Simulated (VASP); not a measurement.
# Mg2Si (space group Fm-3m): computed properties

These are PBEsol GGA, VASP's PBE PAW potentials (set 64) (plane waves; VASP 6.6.1) values and carry that method's errors.

- space group = Fm-3m (225)
- cell = a = b = c = 6.323 Å, α = β = γ = 90.00°
- volume per atom = 21.07 Å³/atom
- band gap (over mesh and band path) = 0.11 eV
- smallest direct gap (over mesh and band path) = 1.89 eV
- Hill bulk modulus = 56.7 GPa
- Hill shear modulus = 44.3 GPa
- Poisson's ratio = 0.190
- band-edge character = indirect, Γ to X
- density = 2.02 g/cm³
- optical Γ-point spectrum = 261 (×3), 282 (×3) cm⁻¹
- C11 = 117 GPa
- C12 = 26.6 GPa
- C44 = 43.7 GPa

```cif
data_Mg2Si
_chemical_formula_sum 'Si1 Mg2'
_space_group_name_H-M_alt 'P 1'
_space_group_IT_number 1
_cell_length_a 4.47105
_cell_length_b 4.47105
_cell_length_c 4.47105
_cell_angle_alpha 60.000
_cell_angle_beta 60.000
_cell_angle_gamma 60.000
loop_
_space_group_symop_operation_xyz
  'x, y, z'
loop_
_atom_site_label
_atom_site_type_symbol
_atom_site_fract_x
_atom_site_fract_y
_atom_site_fract_z
_atom_site_occupancy
Si1 Si 0.00000 0.00000 0.00000 1
Mg1 Mg 0.25000 0.25000 0.25000 1
Mg2 Mg 0.75000 0.75000 0.75000 1
```

The structure comes from a measured Mg2Si entry (Fm-3m) of the Crystallography Open Database, whose conditions weren't checked. It was relaxed first. Symmetry was kept, so distortions that lower it aren't found.
